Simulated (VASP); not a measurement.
Method: PBE GGA, VASP's PBE PAW potentials (set 64) (plane waves; VASP).

A VASP calculation is set up with these files.

**INCAR**
```
SYSTEM = Cd
PREC = Accurate
ENCUT = 520
EDIFF = 1E-6
NELM = 100
ALGO = Normal
LREAL = .FALSE.
LASPH = .TRUE.
ISMEAR = 1
SIGMA = 0.1
GGA = PE
LMAXMIX = 4
LWAVE = .FALSE.
LCHARG = .FALSE.
IBRION = 2
ISIF = 3
NSW = 60
EDIFFG = -0.01
```

### KPOINTS
```
Automatic mesh
0
Gamma
13 13 6
0 0 0
```

File POSCAR:
```
Cd
1.0
  1.4900000000  -2.5807560000   0.0000000000
  1.4900000000   2.5807560000   0.0000000000
  0.0000000000   0.0000000000   5.6200000000
Cd
2
Cartesian
  1.4900000000   0.8602537205   1.4050000000
  1.4900000000  -0.8602537205   4.2150000000
```

POTCAR, in this order: Cd (PBE.64 set). Program: vasp_std.

The run wrote:

### OSZICAR
```
       N       E                     dE             d eps       ncg     rms          rms(c)
DAV:   1     0.165622931159E+03    0.16562E+03   -0.13450E+04  2696   0.150E+03
DAV:   2     0.182452705357E+01   -0.16380E+03   -0.16049E+03  2736   0.372E+02
DAV:   3    -0.157704938481E+01   -0.34016E+01   -0.33975E+01  3312   0.639E+01
DAV:   4    -0.158122605612E+01   -0.41767E-02   -0.41766E-02  3168   0.196E+00
DAV:   5    -0.158123709387E+01   -0.11038E-04   -0.11038E-04  3240   0.935E-02    0.456E+00
DAV:   6    -0.148252971994E+01    0.98707E-01   -0.29157E-01  2896   0.706E+00    0.361E+00
DAV:   7    -0.147796975532E+01    0.45600E-02   -0.32876E-02  3112   0.191E+00    0.167E+00
DAV:   8    -0.147826077579E+01   -0.29102E-03   -0.36036E-03  2936   0.868E-01    0.928E-02
DAV:   9    -0.147829855948E+01   -0.37784E-04   -0.22520E-05  3512   0.573E-02    0.382E-02
DAV:  10    -0.147833999518E+01   -0.41436E-04   -0.35660E-05  2976   0.671E-02    0.393E-03
DAV:  11    -0.147833993268E+01    0.62496E-07   -0.38234E-08  2120   0.218E-03
   1 F= -.14783399E+01 E0= -.14781712E+01  d E =-.147834E+01
       N       E                     dE             d eps       ncg     rms          rms(c)
DAV:   1    -0.253068616570E+01   -0.10523E+01   -0.21553E+01  2696   0.627E+01    0.873E+00
DAV:   2    -0.159499737829E+01    0.93569E+00   -0.24301E+00  2800   0.213E+01    0.274E+00
DAV:   3    -0.152156948124E+01    0.73428E-01   -0.12763E-01  2984   0.430E+00    0.236E+00
DAV:   4    -0.150219681422E+01    0.19373E-01   -0.13966E-02  2848   0.104E+00    0.425E-01
DAV:   5    -0.150181438948E+01    0.38242E-03   -0.10115E-03  3152   0.282E-01    0.874E-02
DAV:   6    -0.150187162779E+01   -0.57238E-04   -0.10959E-04  3000   0.105E-01    0.247E-02
DAV:   7    -0.150187005277E+01    0.15750E-05   -0.14732E-05  3016   0.508E-02    0.459E-03
DAV:   8    -0.150187013388E+01   -0.81111E-07   -0.16306E-07  1488   0.371E-03
   2 F= -.15018701E+01 E0= -.15017762E+01  d E =-.235302E-01
       N       E                     dE             d eps       ncg     rms          rms(c)
DAV:   1    -0.150189566853E+01   -0.25616E-04   -0.52608E-04  2712   0.299E-01    0.380E-02
DAV:   2    -0.150186981018E+01    0.25858E-04   -0.69348E-05  2744   0.113E-01    0.112E-02
DAV:   3    -0.150186861306E+01    0.11971E-05   -0.31675E-06  2160   0.203E-02    0.939E-03
DAV:   4    -0.150186945033E+01   -0.83727E-06   -0.45017E-07  1496   0.542E-03
   3 F= -.15018695E+01 E0= -.15017740E+01  d E =-.235295E-01
       N       E                     dE             d eps       ncg     rms          rms(c)
DAV:   1    -0.150270513517E+01   -0.83652E-03   -0.32317E-02  2848   0.168E+00    0.147E-01
DAV:   2    -0.150217458035E+01    0.53055E-03   -0.56664E-04  2880   0.332E-01    0.751E-02
DAV:   3    -0.150197849605E+01    0.19608E-03   -0.21675E-04  2888   0.147E-01    0.326E-02
DAV:   4    -0.150196183972E+01    0.16656E-04   -0.45993E-05  3096   0.684E-02    0.130E-02
DAV:   5    -0.150196175605E+01    0.83667E-07   -0.33508E-06  2600   0.224E-02
   4 F= -.15019618E+01 E0= -.15018687E+01  d E =-.923057E-04
       N       E                     dE             d eps       ncg     rms          rms(c)
DAV:   1    -0.150199614766E+01   -0.34308E-04   -0.12082E-03  2848   0.326E-01    0.275E-02
DAV:   2    -0.150197664819E+01    0.19499E-04   -0.19940E-05  2880   0.629E-02    0.144E-02
DAV:   3    -0.150196953207E+01    0.71161E-05   -0.80706E-06  2888   0.283E-02    0.625E-03
DAV:   4    -0.150196921877E+01    0.31330E-06   -0.16233E-06  1712   0.130E-02
   5 F= -.15019692E+01 E0= -.15018741E+01  d E =-.997684E-04
       N       E                     dE             d eps       ncg     rms          rms(c)
DAV:   1    -0.150208231729E+01   -0.11279E-03   -0.47559E-03  2856   0.645E-01    0.559E-02
DAV:   2    -0.150200399762E+01    0.78320E-04   -0.81706E-05  2888   0.126E-01    0.288E-02
DAV:   3    -0.150197519173E+01    0.28806E-04   -0.32157E-05  2872   0.566E-02    0.126E-02
DAV:   4    -0.150197318900E+01    0.20027E-05   -0.67755E-06  3096   0.263E-02    0.506E-03
DAV:   5    -0.150197316138E+01    0.27620E-07   -0.47710E-07  1400   0.859E-03
   6 F= -.15019732E+01 E0= -.15018726E+01  d E =-.103711E-03
```

OUTCAR:
```
------------------------ aborting loop because EDIFF is reached ----------------------------------------
  FORCE on cell =-STRESS in cart. coord.  units (eV):
  Direction    XX          YY          ZZ          XY          YZ          ZX
  --------------------------------------------------------------------------------------
  Total       -0.0012188     -0.0012188      0.0081527      0.0000000     -0.0000000     -0.0000000
  in kB       -0.0426688     -0.0426689      0.2854076      0.0000000     -0.0000000     -0.0000000
  external PRESSURE =       0.0666900 kB  Pullay stress =       0.0000000 kB
  volume of cell :       45.77
      direct lattice vectors                 reciprocal lattice vectors
     1.525308834 -2.641912716  0.000000000     0.327802468 -0.189256820  0.000000000
     1.525308834  2.641912716  0.000000000     0.327802468  0.189256820  0.000000000
     0.000000000  0.000000000  5.678617263    -0.000000000  0.000000000  0.176099208
 POSITION                                       TOTAL-FORCE (eV/Angst)
 -----------------------------------------------------------------------------------
      1.52531      0.88064      1.41965         0.000000     -0.000000      0.000000
      1.52531     -0.88064      4.25896         0.000000      0.000000      0.000000
 -----------------------------------------------------------------------------------
    total drift:                               -0.000000      0.000208      0.000001
  FREE ENERGIE OF THE ION-ELECTRON SYSTEM (eV)
  ---------------------------------------------------
  free  energy   TOTEN  =        -1.5019731614 eV

  energy  without entropy=       -1.5016713547  energy(sigma->0) =       -1.50187256

 reached required accuracy - stopping structural energy minimisation
```
(Selected blocks of OUTCAR.)

**CONTCAR**
```
Cd
   1.00000000000000
     1.5253088340152818   -2.6419127155992497    0.0000000000000000
     1.5253088340152818    2.6419127155992497    0.0000000000000000
     0.0000000000000000    0.0000000000000000    5.6786172628343055
  Cd
     2
Direct
     0.3333330000000032    0.6666669999999968    0.2500000000000000
     0.6666669999999968    0.3333330000000032    0.7500000000000000
```

Energy and stress use the plane-wave basis of the starting cell.

The compound is Cd in the hcp structure. This run relaxes it. Symmetry was kept, so distortions that lower it aren't found.
